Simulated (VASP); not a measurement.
Crystal: LiLuSe2.

```
Li Lu Se
1.0
     0.00000    5.62390    5.62390
     5.62390    0.00000    5.62390
     5.62390    5.62390    0.00000
Li Lu Se
4 4 8
Cartesian
  1.4060 1.4060 1.4060
  1.4060 4.2179 4.2179
  4.2179 4.2179 1.4060
  4.2179 1.4060 4.2179
  7.0299 7.0299 7.0299
  7.0299 4.2179 4.2179
  4.2179 4.2179 7.0299
  4.2179 7.0299 4.2179
  4.2530 4.2530 4.2530
  9.8067 7.0650 7.0650
  6.9948 6.9948 4.2530
  7.0650 9.8067 7.0650
  4.2530 6.9948 6.9948
  9.8067 9.8067 9.8067
  6.9948 4.2530 6.9948
  7.0650 7.0650 9.8067
```

The cell was built by a generator and needn't be a form met in nature.

| Property | Result |
| --- | --- |
| Program | VASP 6.6.1 |
| Task | relaxation of cell and atoms |
| Functional | PBE |
| Dispersion | D3(BJ) |
| Potentials or basis | VASP PAW PBE potentials, release 64 (Li_sv, Lu, Se) |
| Cutoff | 600 eV |
| k mesh | 4 × 4 × 4 |
| Occupations | gaussian, width 0.03 eV |
| Spin | no spin polarisation |

At the start: pressure -0.6 GPa; volume 22.23 Å³/atom.

Problem. Where does the relaxation end?

Solution. Over 6 steps the energy falls by 16.3 meV/atom and the volume is 21.20 Å³/atom (-4.6 %); space group Fd-3m (No. 227, to 0.05 Å).

The path:
```tsv
step	energy change (eV)	largest force (eV/Å)	pressure (GPa)	volume (Å³)
1	0.0000	0.5704	-0.55	355.75
2	-0.1213	0.4054	-0.64	351.82
3	-0.2545	0.1208	-0.49	340.22
4	-0.2578	0.0516	-0.42	341.65
5	-0.2577	0.0401	0.54	337.07
6	-0.2611	0.0046	0.04	339.27
```

Final structure:
```yaml
crystal:
  lattice:
    - [0.00000, 5.53568, 5.53568]
    - [5.53568, 0.00000, 5.53568]
    - [5.53568, 5.53568, 0.00000]
  atoms:
    - { symbol: Li, position: [0.12500, 0.12500, 0.12500] }
    - { symbol: Li, position: [0.62500, 0.12500, 0.12500] }
    - { symbol: Li, position: [0.12500, 0.12500, 0.62500] }
    - { symbol: Li, position: [0.12500, 0.62500, 0.12500] }
    - { symbol: Lu, position: [0.62500, 0.62500, 0.62500] }
    - { symbol: Lu, position: [0.12500, 0.62500, 0.62500] }
    - { symbol: Lu, position: [0.62500, 0.62500, 0.12500] }
    - { symbol: Lu, position: [0.62500, 0.12500, 0.62500] }
    - { symbol: Se, position: [0.37301, 0.37301, 0.37301] }
    - { symbol: Se, position: [0.36904, 0.87699, 0.87699] }
    - { symbol: Se, position: [0.37301, 0.37301, 0.88096] }
    - { symbol: Se, position: [0.87699, 0.36904, 0.87699] }
    - { symbol: Se, position: [0.88096, 0.37301, 0.37301] }
    - { symbol: Se, position: [0.87699, 0.87699, 0.87699] }
    - { symbol: Se, position: [0.37301, 0.88096, 0.37301] }
    - { symbol: Se, position: [0.87699, 0.87699, 0.36904] }
```

Caveat: the cutoff is under 1.25 times the usual one of these potentials, so pressure, stress and relaxed cells hold a basis-set (Pulay) error.
